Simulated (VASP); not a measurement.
# What goes wrong when Nb (Niobium) is relaxed with a bad input

Aim: see how common mistakes in a VASP relaxation show up, on Nb (Niobium). The starting structure is a measured crystal structure from the Crystallography Open Database.

Main program and level: VASP 6.6.1; Kohn-Sham DFT with plane waves and PAW; PBEsol.

## (1) The starting structure

It takes space group Im-3m (No. 229, cubic). The conventional cell has a = 3.300 Å, b = 3.300 Å, c = 3.300 Å, α = 90.00°, β = 90.00°, γ = 90.00°. Nearest to Nb lie 8 Nb at 2.86 Å.

## (2) Reference relaxation

INCAR reads:

```
SYSTEM = Nb
PREC = Accurate
ENCUT = 450
EDIFF = 1E-06
NELM = 100
ISMEAR = 1
SIGMA = 0.1
LREAL = .FALSE.
ALGO = Normal
GGA = PS
NBANDS = 12
LORBIT = 11
LWAVE = .FALSE.
LCHARG = .FALSE.
KPAR = 2
IBRION = 2
NSW = 50
ISIF = 3
EDIFFG = -0.01
```

POSCAR reads:

```
Nb
1.0
   -1.6502000000      1.6502000000      1.6502000000
    1.6502000000     -1.6502000000      1.6502000000
    1.6502000000      1.6502000000     -1.6502000000
Nb
1
Direct
    0.0000000000      0.0000000000      0.0000000000
```

KPOINTS reads:

```
Automatic mesh
0
Gamma
12 12 12
0 0 0
```

Potentials, in the order of the species: Nb_sv (PBE family, release 64).

Command:

```sh
mpirun -np 2 vasp_std
```

Log:

```text
[banner, memory and clock lines left out]
running    2 mpi-ranks, on    1 nodes
 distrk:  each k-point on    1 cores,    2 groups
 distr:  one band on    1 cores,    1 groups

 POSCAR found type information on POSCAR Nb
 POSCAR found :  1 types and       1 ions
|                                                                             |
|               ----> ADVICE to this user running VASP <----                  |
|                                                                             |
|     You enforced a specific xc type in the INCAR file but a different       |
|     [... a line on the potential file left out ...]
|     I HOPE YOU KNOW WHAT YOU ARE DOING!                                     |
|                                                                             |

 LDA part: xc-table for (Slater+PW92), standard interpolation
 POSCAR, INCAR and KPOINTS ok, starting setup
 FFT: planning ... GRIDC
 FFT: planning ... GRID_SOFT
 FFT: planning ... GRID
 WAVECAR not read
 entering main loop
       N       E                     dE             d eps       ncg     rms          rms(c)
DAV:   1     0.103919491944E+03    0.10392E+03   -0.65868E+03  1736   0.966E+02
DAV:   2    -0.745011903200E+01   -0.11137E+03   -0.10769E+03  1916   0.360E+02
DAV:   3    -0.112143131467E+02   -0.37642E+01   -0.35726E+01  2408   0.579E+01
DAV:   4    -0.114417845690E+02   -0.22747E+00   -0.22618E+00  2464   0.133E+01
DAV:   5    -0.114509159960E+02   -0.91314E-02   -0.91299E-02  2456   0.212E+00    0.755E+00
DAV:   6    -0.110111412737E+02    0.43977E+00   -0.64391E-01  2748   0.976E+00    0.263E+00
DAV:   7    -0.109524306885E+02    0.58711E-01   -0.19946E-01  2852   0.533E+00    0.965E-01
DAV:   8    -0.109559000520E+02   -0.34694E-02   -0.11726E-02  2060   0.139E+00    0.654E-02
DAV:   9    -0.109559558367E+02   -0.55785E-04   -0.87553E-04  2932   0.296E-01    0.314E-02
DAV:  10    -0.109559693121E+02   -0.13475E-04   -0.14949E-05  2084   0.472E-02    0.107E-02
DAV:  11    -0.109559647329E+02    0.45791E-05   -0.40175E-06  2196   0.313E-02    0.226E-03
DAV:  12    -0.109559646827E+02    0.50231E-07   -0.16438E-07  1184   0.539E-03
   1 F= -.10955965E+02 E0= -.10956236E+02  d E =-.109560E+02
[...]
2 F= -.10928152E+02 E0= -.10928255E+02  d E =0.278129E-01
[...]
3 F= -.10964558E+02 E0= -.10964874E+02  d E =-.859367E-02
 curvature:  -0.16 expect dE=-0.401E-05 dE for cont linesearch -0.401E-05
 ZBRENT: interpolating
 opt :   0.3365  next Energy=   -10.964562 (dE=-0.860E-02)
 bond charge predicted
       N       E                     dE             d eps       ncg     rms          rms(c)
DAV:   1    -0.109646108296E+02   -0.53415E-04   -0.13646E-03  2308   0.516E-01    0.573E-02
DAV:   2    -0.109645637392E+02    0.47090E-04   -0.10534E-04  2468   0.133E-01    0.164E-02
DAV:   3    -0.109645586895E+02    0.50497E-05   -0.38151E-05  3056   0.618E-02    0.106E-02
DAV:   4    -0.109645605193E+02   -0.18298E-05   -0.83056E-07  1760   0.970E-03    0.501E-03
DAV:   5    -0.109645619841E+02   -0.14648E-05   -0.24876E-06  2264   0.127E-02    0.258E-03
DAV:   6    -0.109645621114E+02   -0.12731E-06   -0.19461E-07   916   0.340E-03
   4 F= -.10964562E+02 E0= -.10964879E+02  d E =-.859743E-02
 curvature:  -0.15 expect dE=-0.388E-07 dE for cont linesearch -0.388E-07
 trial: gam=-0.00224 g(F)=  0.698E-61 g(S)=  0.255E-06 ort = 0.113E-03 (trialstep = 0.867E+00)
 search vector abs. value=  0.101E-09
 reached required accuracy - stopping structural energy minimisation
```

Wall time 17 s (2 MPI ranks of Intel Xeon Platinum 8488C (Sapphire Rapids), shared host); peak memory 0.24 GiB; 28 s of CPU time.

The logs omit lines about the potential files and the build; timing stands in the text.

From OUTCAR (step 2):

```text
ion  position               nearest neighbor table
   1  0.000  0.000  0.000-

  LATTYP: Found a body centered cubic cell.
 ALAT       =     3.3004000000

 Subroutine GETGRP returns: Found 48 space group operations
 (whereof 48 operations were pure point group operations)

The static configuration has the point symmetry O_h .

 Found     72 irreducible k-points:

   k-points           NKPTS =     72   k-points in BZ     NKDIM =     72   number of bands    NBANDS=     12

   dimension x,y,z NGX =    20 NGY =   20 NGZ =   20
   dimension x,y,z NGXF=    40 NGYF=   40 NGZF=   40

   ENCUT  =  450.0 eV  33.07 Ry    5.75 a.u.   4.94  4.94  4.94*2*pi/ulx,y,z

   NELECT =      13.0000    total number of electrons

 k-points in reciprocal lattice and weights: Automatic mesh
   0.00000000  0.00000000  0.00000000       0.001
   0.08333333  0.00000000  0.00000000       0.007
   0.16666667  0.00000000  0.00000000       0.007
   0.25000000  0.00000000  0.00000000       0.007
   0.33333333  0.00000000  0.00000000       0.007
   0.41666667  0.00000000  0.00000000       0.007
   0.50000000  0.00000000  0.00000000       0.003
   0.08333333  0.08333333  0.00000000       0.014
   0.16666667  0.08333333 -0.00000000       0.028
[...]
0.50000000  0.50000000  0.41666667       0.007
   0.50000000  0.50000000  0.50000000       0.001

 average (electrostatic) potential at core
       1 -76.1085

 E-fermi :  11.4175

 k-point     1 :       0.0000    0.0000    0.0000
  band No.  band energies     occupation
      1     -42.7590      2.00000
      2     -18.0048      2.00000
      3     -18.0048      2.00000
      4     -18.0048      2.00000
      5       5.4574      2.00000
      6      11.8339     -0.00000
      7      11.8339     -0.00000
      8      11.8339     -0.00000
      9      14.8451      0.00000
     10      14.8451      0.00000
    ...

 k-point     2 :       0.0833    0.0000    0.0000
  band No.  band energies     occupation
      1     -42.7406      2.00000
      2     -18.1141      2.00000
      3     -18.0377      2.00000
      4     -18.0058      2.00000
      5       5.7533      2.00000
      6      11.6513     -0.00463
      7      11.7851     -0.00000
      8      12.1204     -0.00000
      9      14.5762      0.00000
     10      14.8460      0.00000
    ...

 k-point     3 :       0.1667    0.0000    0.0000
  band No.  band energies     occupation
    ...
      2     -18.4055      2.00000
      3     -18.1266      2.00000
      4     -18.0086      2.00000
      5       6.5382      2.00000
      6      11.1927      2.00664
      7      11.5593     -0.06216
      8      12.9537     -0.00000
      9      14.2321      0.00000
     10      14.8793      0.00000
     11      26.4184      0.00000
    ...

  Total       -0.0013264     -0.0013264     -0.0013264     -0.0000000     -0.0000000     -0.0000000
  in kB       -0.1216880     -0.1216880     -0.1216880     -0.0000000     -0.0000000     -0.0000000
  external PRESSURE =      -0.1216880 kB  Pullay stress =       0.0000000 kB

  energy-cutoff  :      450.00
  volume of cell :       17.46
      direct lattice vectors                 reciprocal lattice vectors
    -1.634401638  1.634401638  1.634401638     0.000000000  0.305922356  0.305922356
     1.634401638 -1.634401638  1.634401638     0.305922356  0.000000000  0.305922356
     1.634401638  1.634401638 -1.634401638     0.305922356  0.305922356  0.000000000

 POSITION                                       TOTAL-FORCE (eV/Angst)
 -----------------------------------------------------------------------------------
      3.26880      0.00000      0.00000        -0.000000      0.000000      0.000000
 -----------------------------------------------------------------------------------
    total drift:                                0.000000     -0.000000     -0.000000

  FREE ENERGIE OF THE ION-ELECTRON SYSTEM (eV)
  ---------------------------------------------------
  free  energy   TOTEN  =       -10.9645621114 eV

  energy  without entropy=      -10.9655130357  energy(sigma->0) =      -10.96487909

 reached required accuracy - stopping structural energy minimisation

 total charge
# of ion       s       p       d       tot
------------------------------------------
    1        2.228   6.000   2.543  10.771

[... 3 further parts left out ...]
```

CONTCAR:

```
Nb
   1.00000000000000
    -1.6344016375848196    1.6344016375848196    1.6344016375848196
     1.6344016375848196   -1.6344016375848196    1.6344016375848196
     1.6344016375848196    1.6344016375848196   -1.6344016375848196
  Nb
     1
Direct
     0.0000000000000000    1.0000000000000000    1.0000000000000000
```

This run has no spin polarisation. Its electron count is odd, so without a moment it is a metal by construction. The PAW data sets were made with PBE, which is usual practice but a small mismatch for other functionals. The run keeps the 48 symmetry operations of its start, so it cannot find a distortion of lower symmetry.

The reference relaxation ends at 17.464 Å³ an atom.

## (3) Relaxation with a smearing far too wide

A slip made on purpose: a smearing far too wide. Against step 2 the input has ISMEAR = 0 and SIGMA = 2 (also changed: NELM).

INCAR, as its differences from that of step 2:

```diff
@@ -4,5 +4,5 @@
 EDIFF = 1E-06
-NELM = 100
-ISMEAR = 1
-SIGMA = 0.1
+NELM = 60
+ISMEAR = 0
+SIGMA = 2
 LREAL = .FALSE.
```

POSCAR is that of step 2.

KPOINTS is that of step 2.

Command:

```sh
mpirun -np 2 vasp_std
```

Log:

```text
[banner, memory and clock lines left out]
running    2 mpi-ranks, on    1 nodes
[...]
[... a notice as in an earlier step ...]

 LDA part: xc-table for (Slater+PW92), standard interpolation
 POSCAR, INCAR and KPOINTS ok, starting setup
[...]
entering main loop
       N       E                     dE             d eps       ncg     rms          rms(c)
DAV:   1     0.103486714933E+03    0.10349E+03   -0.65868E+03  1736   0.966E+02
DAV:   2    -0.839178079421E+01   -0.11188E+03   -0.10781E+03  1916   0.361E+02
DAV:   3    -0.122451519990E+02   -0.38534E+01   -0.36586E+01  2408   0.583E+01
DAV:   4    -0.124738886726E+02   -0.22874E+00   -0.22716E+00  2464   0.133E+01
[...]
DAV:  10    -0.120370830206E+02   -0.12554E-04   -0.15241E-05  2088   0.458E-02    0.115E-02
DAV:  11    -0.120370783354E+02    0.46852E-05   -0.44213E-06  2200   0.341E-02    0.246E-03
DAV:  12    -0.120370782988E+02    0.36574E-07   -0.18022E-07  1200   0.472E-03
   1 F= -.12037078E+02 E0= -.10986775E+02  d E =-.120371E+02
[...]
2 F= -.12024942E+02 E0= -.10849463E+02  d E =0.121367E-01
 trial-energy change:    0.012137  1 .order    0.009651   -0.064880    0.084182
 step:   0.4110(harm=  0.4353)  dis= 0.00000  next Energy=   -12.050240 (dE=-0.132E-01)
[...]
N       E                     dE             d eps       ncg     rms          rms(c)
DAV:   1    -0.125012282819E+02   -0.47629E+00   -0.12150E+01  2272   0.480E+01    0.532E+00
DAV:   2    -0.120877408418E+02    0.41349E+00   -0.96285E-01  2388   0.127E+01    0.162E+00
DAV:   3    -0.120340019410E+02    0.53739E-01   -0.33982E-01  3088   0.586E+00    0.101E+00
DAV:   4    -0.120424340781E+02   -0.84321E-02   -0.85247E-03  2412   0.977E-01    0.461E-01
DAV:   5    -0.120504059956E+02   -0.79719E-02   -0.26253E-02  2796   0.106E+00    0.239E-01
DAV:   6    -0.120499612313E+02    0.44476E-03   -0.98020E-04  2308   0.347E-01    0.243E-02
DAV:   7    -0.120499686149E+02   -0.73836E-05   -0.25982E-04  2872   0.116E-01    0.129E-02
DAV:   8    -0.120499648893E+02    0.37257E-05   -0.56571E-06  1964   0.304E-02    0.578E-03
DAV:   9    -0.120499652818E+02   -0.39247E-06   -0.45620E-07  1272   0.910E-03
   3 F= -.12049965E+02 E0= -.10949624E+02  d E =-.128870E-01
[...]
reached required accuracy - stopping structural energy minimisation
```

Elapsed: 25 s, on 2 MPI ranks; peak memory 0.25 GiB.

OUTCAR, selected parts (step 3):

```text
  Total       -0.0089130     -0.0089130     -0.0089130      0.0000000      0.0000000      0.0000000
  in kB       -0.7636231     -0.7636231     -0.7636231      0.0000000      0.0000000      0.0000000
  external PRESSURE =      -0.7636231 kB  Pullay stress =       0.0000000 kB

 POSITION                                       TOTAL-FORCE (eV/Angst)
 -----------------------------------------------------------------------------------
      0.00000      0.00000      0.00000        -0.000000      0.000000      0.000000
 -----------------------------------------------------------------------------------
    total drift:                                0.000000     -0.000000      0.000000

  FREE ENERGIE OF THE ION-ELECTRON SYSTEM (eV)
  ---------------------------------------------------
  free  energy   TOTEN  =       -12.0499652818 eV

  energy  without entropy=       -9.8492825834  energy(sigma->0) =      -10.94962393

[... 2 parts as in an earlier step ...]

[... 2 further parts left out ...]
[key lines of the parts left out:]
E-fermi :  10.9412
```

With a smearing far too wide the cell ends at 18.701 Å³ an atom, +7.08 % from the reference.

## (4) Relaxation with too few electronic steps

A slip made on purpose: too few electronic steps. Against step 2 the input has NELM = 4 (also changed: NSW).

INCAR, as its differences from that of step 3:

```diff
@@ -4,5 +4,5 @@
 EDIFF = 1E-06
-NELM = 60
-ISMEAR = 0
-SIGMA = 2
+NELM = 4
+ISMEAR = 1
+SIGMA = 0.1
 LREAL = .FALSE.
@@ -16,3 +16,3 @@
 IBRION = 2
-NSW = 50
+NSW = 30
 ISIF = 3
```

POSCAR is that of step 3.

KPOINTS is that of step 3.

Command:

```sh
mpirun -np 2 vasp_std
```

Log:

```text
[... set-up lines as in an earlier step ...]
 entering main loop
       N       E                     dE             d eps       ncg     rms          rms(c)
[... 4 cycles as in an earlier step ...]
 -----------------------------------------------------------------------------
|                                                                             |
|           W    W    AA    RRRRR   N    N  II  N    N   GGGG   !!!           |
|           W    W   A  A   R    R  NN   N  II  NN   N  G    G  !!!           |
|           W    W  A    A  R    R  N N  N  II  N N  N  G       !!!           |
|           W WW W  AAAAAA  RRRRR   N  N N  II  N  N N  G  GGG   !            |
|           WW  WW  A    A  R   R   N   NN  II  N   NN  G    G                |
|           W    W  A    A  R    R  N    N  II  N    N   GGGG   !!!           |
|                                                                             |
|     The electronic self-consistency was not achieved in the given           |
|     number of steps (NELM). The forces and other quantities evaluated       |
[...]
|     E        R   R    R   R    O     O  R   R                               |
|     E        R    R   R    R   O     O  R    R      ###     ###     ###     |
|     EEEEEEE  R     R  R     R  OOOOOOO  R     R     ###     ###     ###     |
|                                                                             |
|     Orbital orthonormalization failed in the inversion of matrix            |
|     LAPACK: Routine ZPOTRF failed! kpoint: 5 spin: 1                        |
|                                                                             |
|     Possible solutions for this issue are:                                  |
|     - Please check whether the atoms are too close to each other.           |
|     - Decreasing POTIM might help during relaxations or MDs.                |
|     - Deleting CHGCAR or WAVECAR if incompatible with the structure.        |
|     - Try calculating without symmetrizing (ISYM = 0 or ISYM = -1).         |
|     - As last resort: using a different PAW for some of the atoms.          |
|                                                                             |
|       ---->  I REFUSE TO CONTINUE WITH THIS SICK JOB ... BYE!!! <----       |
|                                                                             |
 -----------------------------------------------------------------------------

1
1
```

It took 11 s on 2 MPI ranks.

VASP stopped with this message: “Orbital orthonormalization failed in the inversion of matrix LAPACK: Routine ZPOTRF failed! kpoint: 5 spin: 1”.

[end of part 1 of 2]

[Lines on the potential files, build, host, timing and source positions are cut from VASP's logs without a mark.]

[Logs are printed without paths, hosts, clocks, repeated set-up lines and the standing remarks that a program may print on its own settings, such as how far it seeks lower states.]

[Hosts, paths, dates, database ids (printed as entryN), source tags and the programs' standing remarks are cut or masked in the printed files.]
